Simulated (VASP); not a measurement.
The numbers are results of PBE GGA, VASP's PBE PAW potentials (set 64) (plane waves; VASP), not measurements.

Input for VASP

File POSCAR:
```
TiO2
1.0
 -1.9072648857   1.9072648857   4.8082530210
  1.9072648857  -1.9072648857   4.8082530210
  1.9072648857   1.9072648857  -4.8082530210
Ti O
2 4
Cartesian
  0.0000000000   1.9072648857   2.4041265105
  0.0000000000   0.0000000000   0.0000000000
  0.0000000000   1.9072648857   0.4041573682
  1.9072648857   1.9072648857   2.8082838787
  0.0000000000  -0.0000000000   1.9999691423
 -0.0000000000   1.9072648857   4.4040956528
```

**INCAR**
```
ALGO  =  Normal   ! blocked Davidson
EDIFF  =  1E-6   ! SCF stop (eV)
ISMEAR  =  0   ! Gaussian
LCHARG  =  F
IBRION  =  2   ! conjugate gradients
ISIF  =  3   ! ions, shape and volume
EDIFFG  =  -0.02
SYSTEM  =  TiO2
LWAVE  =  F
SIGMA  =  0.05   ! width (eV)
NSW  =  60
PREC  =  Accurate
NELM  =  100
LMAXMIX  =  4   ! l cut-off of mixed one-centre charges
LREAL  =  F
GGA  =  PE   ! PBE
ENCUT  =  520   ! plane-wave cut-off (eV)
LASPH  =  T   ! aspherical one-centre terms
```

### KPOINTS
```
Automatic mesh
0
Gamma
7 7 7
0 0 0
```

POTCAR, in this order: Ti_sv O (PBE.64 set). Program: vasp_std.

The resulting files:

File OUTCAR:
```
 ion  position               nearest neighbor table
   1  0.750  0.250  0.500-   4 1.95   5 1.95   4 1.95   5 1.95   3 2.00   6 2.00
   2  0.000  0.000  0.000-   3 1.95   6 1.95   3 1.95   6 1.95   5 2.00   4 2.00
   3  0.542  0.042  0.500-   2 1.95   2 1.95   1 2.00
   4  0.792  0.792  0.000-   1 1.95   1 1.95   2 2.00
   5  0.208  0.208  0.000-   1 1.95   1 1.95   2 2.00
   6  0.958  0.458  0.500-   2 1.95   2 1.95   1 2.00
  LATTYP: Found a body centered tetragonal cell.
 ALAT       =     3.8145297714
 C/A-ratio  =     2.5210200518
 Subroutine PRICEL returns:
 Original cell was already a primitive cell.
 Subroutine GETGRP returns: Found 16 space group operations
The static configuration has the point symmetry D_2d.
 The point group associated with its full space group is D_4h.
The dynamic configuration has the point symmetry D_2d.
 Subroutine INISYM returns: Found 16 space group operations
 Subroutine IBZKPT returns following result:
 Found     40 irreducible k-points:

 Following reciprocal coordinates:
            Coordinates               Weight
  0.000000  0.000000  0.000000      1.000000
  0.142857  0.000000 -0.000000      8.000000
  0.285714  0.000000  0.000000      8.000000
  0.428571  0.000000  0.000000      8.000000
  0.142857  0.142857 -0.000000      8.000000
  0.285714  0.142857  0.000000     16.000000
  0.428571  0.142857  0.000000     16.000000
 -0.428571  0.142857 -0.000000     16.000000
 -0.285714  0.142857 -0.000000     16.000000
 -0.142857  0.142857  0.000000      4.000000
  0.285714  0.285714  0.000000      8.000000
  0.428571  0.285714  0.000000     16.000000
 -0.428571  0.285714  0.000000     16.000000
 -0.285714  0.285714  0.000000      4.000000
  0.428571  0.428571  0.000000      8.000000
 -0.428571  0.428571  0.000000      4.000000
  0.142857  0.142857  0.142857      8.000000
  0.285714  0.142857  0.142857     16.000000
 -0.142857  0.142857  0.142857      4.000000
  0.285714  0.285714  0.142857      8.000000
  0.428571  0.285714  0.142857      8.000000
 -0.285714  0.285714  0.142857      8.000000
 -0.142857  0.285714  0.142857      8.000000
 -0.428571  0.428571  0.142857      8.000000
 -0.285714  0.428571  0.142857     16.000000
 -0.142857  0.428571  0.142857      8.000000
 -0.428571 -0.428571  0.142857      8.000000
 -0.285714 -0.428571  0.142857     16.000000
 -0.142857 -0.428571  0.142857      8.000000
 -0.285714 -0.285714  0.142857      8.000000
 -0.142857 -0.285714  0.142857      8.000000
 -0.142857 -0.142857  0.142857      2.000000
 -0.285714  0.285714  0.285714      4.000000
 -0.428571  0.428571  0.285714      8.000000
 -0.285714  0.428571  0.285714      8.000000
 -0.428571 -0.428571  0.285714      8.000000
 -0.285714 -0.428571  0.285714      8.000000
 -0.285714 -0.285714  0.285714      2.000000
 -0.428571  0.428571  0.428571      4.000000
 -0.428571 -0.428571  0.428571      2.000000
   k-points           NKPTS =     40   k-points in BZ     NKDIM =     40   number of bands    NBANDS=     28
   number of dos      NEDOS =    301   number of ions     NIONS =      6
   total plane-waves  NPLWV =  74088
   dimension x,y,z NGX =    42 NGY =   42 NGZ =   42
   dimension x,y,z NGXF=    84 NGYF=   84 NGZF=   84
   ions per type =               2   4
   PREC   = accura    normal or accurate (medium, high low for compatibility)
   ISTART =      0    job   : 0-new  1-cont  2-samecut
   ICHARG =      2    charge: 1-file 2-atom 10-const
   ISPIN  =      1    spin polarized calculation?
   LNONCOLLINEAR =      F non collinear calculations
   LSORBIT =      F    spin-orbit coupling
   INIWAV =      1    electr: 0-lowe 1-rand  2-diag
...
```

OSZICAR:
```
       N       E                     dE             d eps       ncg     rms          rms(c)
DAV:   1     0.684568739012E+03    0.68457E+03   -0.25076E+04  2240   0.198E+03
DAV:   2     0.457614812193E+02   -0.63881E+03   -0.61773E+03  2524   0.573E+02
DAV:   3    -0.658329729215E+02   -0.11159E+03   -0.10945E+03  3404   0.215E+02
DAV:   4    -0.710757287694E+02   -0.52428E+01   -0.52379E+01  3160   0.491E+01
DAV:   5    -0.713028582643E+02   -0.22713E+00   -0.22708E+00  3100   0.812E+00    0.321E+01
DAV:   6    -0.544731451508E+02    0.16830E+02   -0.12285E+02  2892   0.104E+02    0.123E+01
DAV:   7    -0.539666146782E+02    0.50653E+00   -0.18415E+01  2940   0.335E+01    0.785E+00
DAV:   8    -0.540246135114E+02   -0.57999E-01   -0.44092E+00  2852   0.194E+01    0.403E+00
DAV:   9    -0.538516742808E+02    0.17294E+00   -0.15671E+00  3036   0.108E+01    0.104E+00
DAV:  10    -0.538643607193E+02   -0.12686E-01   -0.10877E-01  2672   0.251E+00    0.324E-01
DAV:  11    -0.538626134971E+02    0.17472E-02   -0.13044E-02  2800   0.725E-01    0.712E-02
DAV:  12    -0.538628173026E+02   -0.20381E-03   -0.13552E-03  3020   0.342E-01    0.986E-02
DAV:  13    -0.538627277944E+02    0.89508E-04   -0.51031E-04  3140   0.191E-01    0.161E-02
DAV:  14    -0.538627327533E+02   -0.49589E-05   -0.33307E-05  3156   0.448E-02    0.110E-02
DAV:  15    -0.538627324916E+02    0.26168E-06   -0.10406E-05  3164   0.320E-02    0.350E-03
DAV:  16    -0.538627324134E+02    0.78199E-07   -0.81818E-07  1540   0.102E-02
   1 F= -.53862732E+02 E0= -.53862732E+02  d E =-.538627E+02
       N       E                     dE             d eps       ncg     rms          rms(c)
DAV:   1    -0.538642565622E+02   -0.15241E-02   -0.16278E-01  2280   0.368E+00    0.271E-01
DAV:   2    -0.538638379278E+02    0.41863E-03   -0.77050E-03  2700   0.734E-01    0.148E-01
DAV:   3    -0.538634617815E+02    0.37615E-03   -0.17734E-03  2928   0.350E-01    0.472E-02
DAV:   4    -0.538634522948E+02    0.94867E-05   -0.26624E-04  3052   0.106E-01    0.328E-02
DAV:   5    -0.538634513547E+02    0.94010E-06   -0.16634E-05  3052   0.434E-02    0.178E-02
DAV:   6    -0.538634524180E+02   -0.10633E-05   -0.10105E-05  3576   0.237E-02    0.616E-03
DAV:   7    -0.538634524301E+02   -0.12074E-07   -0.94741E-07  1492   0.980E-03
   2 F= -.53863452E+02 E0= -.53863452E+02  d E =-.720017E-03
       N       E                     dE             d eps       ncg     rms          rms(c)
DAV:   1    -0.538716473538E+02   -0.81949E-02   -0.14602E+00  2240   0.110E+01    0.809E-01
DAV:   2    -0.538678838168E+02    0.37635E-02   -0.69048E-02  2668   0.220E+00    0.442E-01
DAV:   3    -0.538645546179E+02    0.33292E-02   -0.16166E-02  2824   0.103E+00    0.143E-01
DAV:   4    -0.538644445268E+02    0.11009E-03   -0.25552E-03  3152   0.327E-01    0.102E-01
DAV:   5    -0.538644416443E+02    0.28825E-05   -0.14692E-04  2884   0.130E-01    0.554E-02
DAV:   6    -0.538644592599E+02   -0.17616E-04   -0.92490E-05  3652   0.742E-02    0.177E-02
DAV:   7    -0.538644616062E+02   -0.23463E-05   -0.96315E-06  2644   0.271E-02    0.576E-03
DAV:   8    -0.538644616741E+02   -0.67959E-07   -0.10957E-06  1520   0.950E-03
   3 F= -.53864462E+02 E0= -.53864462E+02  d E =-.172926E-02
       N       E                     dE             d eps       ncg     rms          rms(c)
DAV:   1    -0.538648800133E+02   -0.41841E-03   -0.50962E-02  2240   0.195E+00    0.124E-01
DAV:   2    -0.538648624980E+02    0.17515E-04   -0.20725E-03  2732   0.370E-01    0.624E-02
DAV:   3    -0.538648060988E+02    0.56399E-04   -0.25215E-04  3100   0.122E-01    0.190E-02
DAV:   4    -0.538648036789E+02    0.24199E-05   -0.48956E-05  3468   0.495E-02    0.127E-02
DAV:   5    -0.538648041083E+02   -0.42946E-06   -0.54091E-06  2520   0.216E-02
   4 F= -.53864804E+02 E0= -.53864804E+02  d E =-.342434E-03
       N       E                     dE             d eps       ncg     rms          rms(c)
DAV:   1    -0.538658806445E+02   -0.10770E-02   -0.45855E-01  2240   0.584E+00    0.373E-01
DAV:   2    -0.538657239955E+02    0.15665E-03   -0.18495E-02  2696   0.110E+00    0.187E-01
DAV:   3    -0.538652177298E+02    0.50627E-03   -0.22223E-03  3088   0.368E-01    0.526E-02
DAV:   4    -0.538652041546E+02    0.13575E-04   -0.40267E-04  3456   0.136E-01    0.379E-02
DAV:   5    -0.538652055195E+02   -0.13649E-05   -0.46732E-05  2996   0.629E-02    0.204E-02
DAV:   6    -0.538652121962E+02   -0.66767E-05   -0.16885E-05  3724   0.297E-02    0.753E-03
DAV:   7    -0.538652126864E+02   -0.49021E-06   -0.23740E-06  1820   0.128E-02
   5 F= -.53865213E+02 E0= -.53865213E+02  d E =-.751012E-03
```

File OUTCAR:
```
------------------------ aborting loop because EDIFF is reached ----------------------------------------
  FORCE on cell =-STRESS in cart. coord.  units (eV):
  Direction    XX          YY          ZZ          XY          YZ          ZX
  --------------------------------------------------------------------------------------
  Total        0.0255810      0.0255810      0.0443977      0.0000000     -0.0000000      0.0000000
  in kB        0.5840188      0.5840188      1.0136068      0.0000000     -0.0000000      0.0000000
  external PRESSURE =       0.7272148 kB  Pullay stress =       0.0000000 kB
  volume of cell :       70.18
      direct lattice vectors                 reciprocal lattice vectors
    -1.901471017  1.901471017  4.852466588     0.000000000  0.262954310  0.103040380
     1.901471017 -1.901471017  4.852466588     0.262954310  0.000000000  0.103040380
     1.901471017  1.901471017 -4.852466588     0.262954310  0.262954310  0.000000000
 POSITION                                       TOTAL-FORCE (eV/Angst)
 -----------------------------------------------------------------------------------
     -0.00000      1.90147      2.42623         0.000000      0.000000     -0.000000
      0.00000      0.00000      0.00000         0.000000      0.000000     -0.000000
     -0.00000      1.90147      0.42190         0.000000     -0.000000     -0.001784
      0.00000      0.00000      7.70060        -0.000000      0.000000     -0.001784
      0.00000      0.00000      2.00433        -0.000000      0.000000      0.001784
      0.00000      1.90147      4.43056         0.000000     -0.000000      0.001784
 -----------------------------------------------------------------------------------
    total drift:                               -0.000000      0.000000     -0.000000
  FREE ENERGIE OF THE ION-ELECTRON SYSTEM (eV)
  ---------------------------------------------------
  free  energy   TOTEN  =       -53.8652126864 eV

  energy  without entropy=      -53.8652126864  energy(sigma->0) =      -53.86521269

 reached required accuracy - stopping structural energy minimisation
```
(Selected blocks of OUTCAR.)

### CONTCAR
```
TiO2
   1.00000000000000
    -1.9014710168177378    1.9014710168177378    4.8524665875180242
     1.9014710168177378   -1.9014710168177378    4.8524665875180242
     1.9014710168177378    1.9014710168177378   -4.8524665875180242
  Ti              O
     2     4
Direct
     0.7500000000000000    0.2500000000000000    0.5000000000000000
     0.0000000000000000    0.0000000000000000    0.0000000000000000
     0.5434730834231150    0.0434730834231149    0.5000000000000000
     0.7934730834231150    0.7934730834231150    0.0000000000000000
     0.2065269165768851    0.2065269165768851    0.0000000000000000
     0.9565269165768850    0.4565269165768852    0.5000000000000000
```

### OUTCAR
```
 val. band max:        3.1297478600   @ k =  -0.4286   0.4286   0.0000

 cond. band min:       5.2230056584   @ k =   0.0000   0.0000   0.0000


 Fermi energy:         3.4694894147

 k-point     1 :       0.0000    0.0000    0.0000
  band No.  band energies     occupation
      1     -53.3495      2.00000
      2     -53.2990      2.00000
      3     -29.7747      2.00000
      4     -29.5582      2.00000
      5     -29.5582      2.00000
      6     -29.4973      2.00000
      7     -29.4973      2.00000
      8     -29.4267      2.00000
      9     -14.4193      2.00000
     10     -13.4039      2.00000
     11     -13.3391      2.00000
     12     -12.9536      2.00000
     13      -0.7446      2.00000
     14      -0.6523      2.00000
     15      -0.6523      2.00000
     16      -0.2436      2.00000
     17       1.1398      2.00000
     18       1.1398      2.00000
     19       1.1645      2.00000
     20       2.3276      2.00000
     21       2.3276      2.00000
     22       2.3399      2.00000
     23       2.7082      2.00000
     24       2.7082      2.00000
     25       5.2230      0.00000
     26       5.8873      0.00000
     27       7.0664      0.00000
     28       7.0668      0.00000

 k-point     2 :       0.1429    0.0000   -0.0000
  band No.  band energies     occupation
      1     -53.3472      2.00000
      2     -53.3004      2.00000
      3     -29.7695      2.00000
      4     -29.5808      2.00000
      5     -29.5598      2.00000
      6     -29.5069      2.00000
      7     -29.4947      2.00000
      8     -29.4281      2.00000
      9     -14.3176      2.00000
     10     -13.3547      2.00000
     11     -13.3058      2.00000
     12     -12.9364      2.00000
     13      -0.9443      2.00000
     14      -0.7375      2.00000
     15      -0.6348      2.00000
     16      -0.2530      2.00000
     17       1.0422      2.00000
     18       1.1112      2.00000
     19       1.2906      2.00000
     20       1.9137      2.00000
...
```

The compound is TiO2 in the anatase structure, one of several forms; rutile is the usual stable one. This run relaxes it. Symmetry was kept, so distortions that lower it aren't found. The start is the result of an earlier pass.
